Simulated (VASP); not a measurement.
Data:

```
CdSe
1.0
    0.00000     9.30725     9.30725
    9.30725     0.00000     9.30725
    9.30725     9.30725     0.00000
Cd Se
27 27
Direct
  0.00000   0.00000   0.00000
  0.00000   0.00000   0.33333
  0.00000   0.00000   0.66667
  0.00000   0.33333   0.00000
  0.00000   0.33333   0.33333
  0.00000   0.33333   0.66667
  0.00000   0.66667   0.00000
  0.00000   0.66667   0.33333
  0.00000   0.66667   0.66667
  0.33333   0.00000   0.00000
  0.33333   0.00000   0.33333
  0.33333   0.00000   0.66667
  0.33333   0.33333   0.00000
  0.33333   0.33333   0.33333
  0.33333   0.33333   0.66667
  0.33333   0.66667   0.00000
  0.33333   0.66667   0.33333
  0.33333   0.66667   0.66667
  0.66667   0.00000   0.00000
  0.66667   0.00000   0.33333
  0.66667   0.00000   0.66667
  0.66667   0.33333   0.00000
  0.66667   0.33333   0.33333
  0.66667   0.33333   0.66667
  0.66667   0.66667   0.00000
  0.66667   0.66667   0.33333
  0.66667   0.66667   0.66667
  0.25000   0.25000   0.25000
  0.25000   0.25000   0.58333
  0.25000   0.25000   0.91667
  0.25000   0.58333   0.25000
  0.25000   0.58333   0.58333
  0.25000   0.58333   0.91667
  0.25000   0.91667   0.25000
  0.25000   0.91667   0.58333
  0.25000   0.91667   0.91667
  0.58333   0.25000   0.25000
  0.58333   0.25000   0.58333
  0.58333   0.25000   0.91667
  0.58333   0.58333   0.25000
  0.58333   0.58333   0.58333
  0.58333   0.58333   0.91667
  0.58333   0.91667   0.25000
  0.58333   0.91667   0.58333
  0.58333   0.91667   0.91667
  0.91667   0.25000   0.25000
  0.91667   0.25000   0.58333
  0.91667   0.25000   0.91667
  0.91667   0.58333   0.25000
  0.91667   0.58333   0.58333
  0.91667   0.58333   0.91667
  0.91667   0.91667   0.25000
  0.91667   0.91667   0.58333
  0.91667   0.91667   0.91667
```

The numbers are results of PBE GGA, VASP's PBE PAW potentials (set 64) (plane waves; VASP), not measurements. Settings: PREC = Normal, LREAL = Auto, 400 eV cut-off, 1×1×1 Γ-centred mesh, Gaussian smearing of 0.050 eV, potentials Cd Se.

The supercell is sampled at Γ alone, which is coarse: total energies, pressure and levels can be off, energies of defects by several tenths of an eV.

Question: Predict the energy per atom (σ→0).

Answer: 
```yaml
energy per atom (σ→0): -2652 meV/atom
```

The cell is a supercell, built from a database entry that may be metastable or hypothetical.
